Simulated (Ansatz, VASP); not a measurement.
## Two plane-wave programs on NbTe

```
Nb Te
1.0
     0.00000    2.44484    2.44484
     2.44484    0.00000    2.44484
     2.44484    2.44484    0.00000
Nb Te
1 1
Direct
  0.00000 0.00000 0.00000
  0.25000 0.25000 0.25000
```

Change from the starting cell: volume scaled by 0.5, PAW files.

Alike in both runs: task single point; functional LDA; k mesh 12 × 12 × 12; occupations fermi-dirac, width 0.1 eV; no spin polarisation.

|  | VASP | Ansatz |
| --- | --- | --- |
| version | VASP 6.6.1 | Ansatz 0.2.0 |
| potentials or method | VASP PAW LDA potentials, release 64 (Nb_sv, Te) | PAW with Ansatz's default frozen-core files, scalar-relativistic |
| plane-wave cutoff (eV) | 520 | 420 |
| valence electrons in the cell | 19 | 29 |

VASP gave:

```
pressure (GPa) : 233.0
```

Problem. What did Ansatz give for the same quantities?

Solution. Pressure (GPa): 232.7.

The two sets of potentials don't hold the same shells in valence.

Caveats: the cell as given lies far from equilibrium; so large a pressure means that the cell lies far from this level's equilibrium, or that cutoff or potentials fall short (VASP). The runs have no spin-orbit coupling, so splittings on Te are missing.
